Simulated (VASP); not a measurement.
A VASP calculation is set up with these files.

**INCAR**
```
SYSTEM = As
PREC = Accurate; ENCUT = 300; LREAL = .FALSE.
LASPH = .TRUE.
EDIFF = 1E-6; NELM = 100; ALGO = Normal
LMAXMIX = 4
ISMEAR = 0; SIGMA = 0.2
GGA = PE
ISIF = 2
LWAVE = .FALSE.; LCHARG = .FALSE.
```

File POSCAR:
```
As
1
    3.6803640000    -1.8800000000     0.0000000000
    3.6803640000     1.8800000000     0.0000000000
    2.7200240000     0.0000000000     3.1114220000
As
2
Direct
  0.2144820000   0.2286300000   0.2326630000
  0.7855180000   0.7713700000   0.7673370000
```

### KPOINTS
```
K-points
0
Gamma
 5 5 5
0 0 0
```

POTCAR, in this order: As (PBE.64 set). Program: vasp_std.

**Question.** Write an equivalent input for Quantum ESPRESSO's pw.x.

**Answer.** One equivalent input (not run):
```
&CONTROL
  calculation = 'scf'
  pseudo_dir = './pseudo'
  outdir = './out'
  tprnfor = .true.
  tstress = .true.
/
&SYSTEM
  ibrav = 0
  nat = 2
  ntyp = 1
  ecutwfc = 84
  occupations = 'smearing'
  smearing = 'gaussian'
  degauss = 0.0147
  input_dft = 'pbe'
/
&ELECTRONS
  conv_thr = 7.3e-08
  electron_maxstep = 100
/
ATOMIC_SPECIES
  As 74.922 As.upf
CELL_PARAMETERS angstrom
     3.6803640   -1.8800000    0.0000000
     3.6803640    1.8800000    0.0000000
     2.7200240    0.0000000    3.1114220
ATOMIC_POSITIONS crystal
  As   0.2144820  0.2286300  0.2326630
  As   0.7855180  0.7713700  0.7673370
K_POINTS automatic
  5 5 5 0 0 0
```
What does not carry over: the potentials are each code's own (VASP's PAW set, PseudoDojo norm-conserving files in pw.x), so ENCUT and ecutwfc are chosen apart and not converted; conv_thr bounds pw.x's estimated SCF error, while EDIFF bounds the energy change between steps.

The structure is a typed As crystal. The cell was not relaxed at this level, atoms are displaced from their ideal sites. The k-mesh is coarse (spacing up to 0.40 per Å, 2π included), so the numbers may not be converged in it.
